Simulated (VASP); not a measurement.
Input for VASP

### INCAR
```
ISMEAR  =  -5   ! tetrahedra, Bloechl
ALGO  =  Normal   ! blocked Davidson
SYSTEM  =  NaH
LWAVE  =  .False.
LCHARG  =  .True.
ISIF  =  2   ! forces and stress, cell fixed
NELM  =  100   ! most electronic steps
LASPH  =  .True.   ! aspherical one-centre terms
EDIFF  =  1E-7   ! SCF stop (eV)
NEDOS  =  601   ! DOS grid
LORBIT  =  11
ENCUT  =  520
PREC  =  Accurate
LREAL  =  .False.
```

**KPOINTS**
```
Automatic mesh
0
Gamma
11 11 11
0 0 0
```

**POSCAR**
```
NaH
1
    0.0000000000     2.3445631231     2.3445631231
    2.3445631231     0.0000000000     2.3445631231
    2.3445631231     2.3445631231     0.0000000000
Na H
1 1
Direct
  0.0000000000   0.0000000000   0.0000000000
  0.5000000000   0.5000000000   0.5000000000
```

POTCAR, in this order: Na_pv H (LDA.64 set). Program: vasp_std.

Problem. Translate this LDA calculation to Quantum ESPRESSO's pw.x.

Solution. One equivalent input (not run):
```
&CONTROL
  calculation = 'scf'
  pseudo_dir = './pseudo'
  outdir = './out'
  tprnfor = .true.
  tstress = .true.
/
&SYSTEM
  ibrav = 0
  nat = 2
  ntyp = 2
  ecutwfc = 88
  occupations = 'tetrahedra'
  input_dft = 'pz'
/
&ELECTRONS
  conv_thr = 7.3e-09
  electron_maxstep = 100
/
ATOMIC_SPECIES
  Na 22.990 Na.upf
  H 1.008 H.upf
CELL_PARAMETERS angstrom
     0.0000000    2.3445631    2.3445631
     2.3445631    0.0000000    2.3445631
     2.3445631    2.3445631    0.0000000
ATOMIC_POSITIONS crystal
  Na   0.0000000  0.0000000  0.0000000
  H    0.5000000  0.5000000  0.5000000
K_POINTS automatic
  11 11 11 0 0 0
```
Limits of the translation: the potentials are each code's own (VASP's PAW set, PseudoDojo norm-conserving files in pw.x), so ENCUT and ecutwfc are chosen apart and not converted; conv_thr bounds pw.x's estimated SCF error, while EDIFF bounds the energy change between steps.

The compound is NaH in the rock salt structure. It was relaxed first, which changed the volume by -11 %.
